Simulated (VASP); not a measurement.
These are vdW-DF-cx, VASP's PBE PAW potentials (set 64) (plane waves; VASP) values and carry that method's errors.

A VASP calculation is set up with these files.

### POSCAR
```
Ir
1.9030680
  0.0000000000   1.0000001485   1.0000001485
  1.0000001485   0.0000000000   1.0000001485
  1.0000001485   1.0000001485   0.0000000000
Ir
1
Cart
  0.0000000000   0.0000000000   0.0000000000
```

**INCAR**
```
SYSTEM=Ir
PREC=Accurate; ENCUT=520; LREAL=.False.
LASPH=.True.
EDIFF=1E-7; NELM=100; ALGO=Normal
LMAXMIX=6
ISMEAR=1; SIGMA=0.1
GGA=CX; LUSE_VDW=.True.; AGGAC=0.0
ISIF=2
LWAVE=.False.; LCHARG=.False.
```

File KPOINTS:
```
Automatic mesh
0
Gamma
16 16 16
0 0 0
```

POTCAR, in this order: Ir (PBE.64 set). Program: vasp_std.

Output

### OUTCAR
```
 ion  position               nearest neighbor table
   1  0.000  0.000  0.000-
  LATTYP: Found a face centered cubic cell.
 ALAT       =     3.8061365654
 Subroutine PRICEL returns:
 Original cell was already a primitive cell.
 Subroutine GETGRP returns: Found 48 space group operations
The static configuration has the point symmetry O_h .
The dynamic configuration has the point symmetry O_h .
 Subroutine INISYM returns: Found 48 space group operations
 Subroutine IBZKPT returns following result:
 Found    145 irreducible k-points:

 Following reciprocal coordinates:
            Coordinates               Weight
  0.000000  0.000000  0.000000      1.000000
  0.062500  0.000000  0.000000      8.000000
  0.125000  0.000000  0.000000      8.000000
  0.187500  0.000000  0.000000      8.000000
  0.250000  0.000000  0.000000      8.000000
  0.312500  0.000000  0.000000      8.000000
  0.375000  0.000000  0.000000      8.000000
  0.437500  0.000000  0.000000      8.000000
  0.500000  0.000000  0.000000      4.000000
  0.062500  0.062500  0.000000      6.000000
  0.125000  0.062500  0.000000     24.000000
  0.187500  0.062500  0.000000     24.000000
  0.250000  0.062500  0.000000     24.000000
  0.312500  0.062500  0.000000     24.000000
  0.375000  0.062500  0.000000     24.000000
  0.437500  0.062500  0.000000     24.000000
  0.500000  0.062500  0.000000     24.000000
 -0.437500  0.062500  0.000000     24.000000
 -0.375000  0.062500  0.000000     24.000000
 -0.312500  0.062500  0.000000     24.000000
 -0.250000  0.062500  0.000000     24.000000
 -0.187500  0.062500  0.000000     24.000000
 -0.125000  0.062500  0.000000     24.000000
 -0.062500  0.062500  0.000000     12.000000
  0.125000  0.125000  0.000000      6.000000
...
```

OSZICAR:
```
       N       E                     dE             d eps       ncg     rms          rms(c)
DAV:   1     0.471327079905E+02    0.47133E+02   -0.45817E+03  2344   0.104E+03
DAV:   2    -0.678964337373E+01   -0.53922E+02   -0.52387E+02  2328   0.215E+02
DAV:   3    -0.739524844131E+01   -0.60561E+00   -0.60409E+00  3392   0.304E+01
DAV:   4    -0.739927176499E+01   -0.40233E-02   -0.40234E-02  2968   0.174E+00
DAV:   5    -0.739929318638E+01   -0.21421E-04   -0.21422E-04  3512   0.794E-02    0.167E+01
DAV:   6    -0.693000071385E+01    0.46929E+00   -0.94384E-01  2736   0.137E+01    0.691E+00
DAV:   7    -0.683853016111E+01    0.91471E-01   -0.30341E-01  3072   0.717E+00    0.156E+00
DAV:   8    -0.683260453493E+01    0.59256E-02   -0.21560E-03  2600   0.740E-01    0.530E-01
DAV:   9    -0.683162097884E+01    0.98356E-03   -0.91230E-04  3080   0.512E-01    0.182E-02
DAV:  10    -0.683162597642E+01   -0.49976E-05   -0.53617E-06  3200   0.261E-02    0.390E-03
DAV:  11    -0.683162622625E+01   -0.24983E-06   -0.15244E-07  2904   0.414E-03    0.559E-04
DAV:  12    -0.683162618336E+01    0.42887E-07   -0.65024E-09  1456   0.101E-03
   1 F= -.68316262E+01 E0= -.68315262E+01  d E =-.300054E-03
```

File OUTCAR:
```
------------------------ aborting loop because EDIFF is reached ----------------------------------------
  FORCE on cell =-STRESS in cart. coord.  units (eV):
  Direction    XX          YY          ZZ          XY          YZ          ZX
  --------------------------------------------------------------------------------------
  Total        1.1150835      1.1150835      1.1150835      0.0000000      0.0000000      0.0000000
  in kB      129.6059266    129.6059266    129.6059266      0.0000000      0.0000000      0.0000000
  external PRESSURE =     129.6059266 kB  Pullay stress =       0.0000000 kB
  volume of cell :       13.78
      direct lattice vectors                 reciprocal lattice vectors
     0.000000000  1.903068283  1.903068283    -0.262733610  0.262733610  0.262733610
     1.903068283  0.000000000  1.903068283     0.262733610 -0.262733610  0.262733610
     1.903068283  1.903068283  0.000000000     0.262733610  0.262733610 -0.262733610
 POSITION                                       TOTAL-FORCE (eV/Angst)
 -----------------------------------------------------------------------------------
      0.00000      0.00000      0.00000         0.000000      0.000000      0.000000
 -----------------------------------------------------------------------------------
    total drift:                                0.000000      0.000000      0.000000
  FREE ENERGIE OF THE ION-ELECTRON SYSTEM (eV)
  ---------------------------------------------------
  free  energy   TOTEN  =        -6.8316261834 eV

  energy  without entropy=       -6.8313261289  energy(sigma->0) =       -6.83152617
```
(Selected blocks of OUTCAR.)

The compound is Ir in the fcc structure. This cell is one point of a volume scan, at 0.97 of the reference volume.
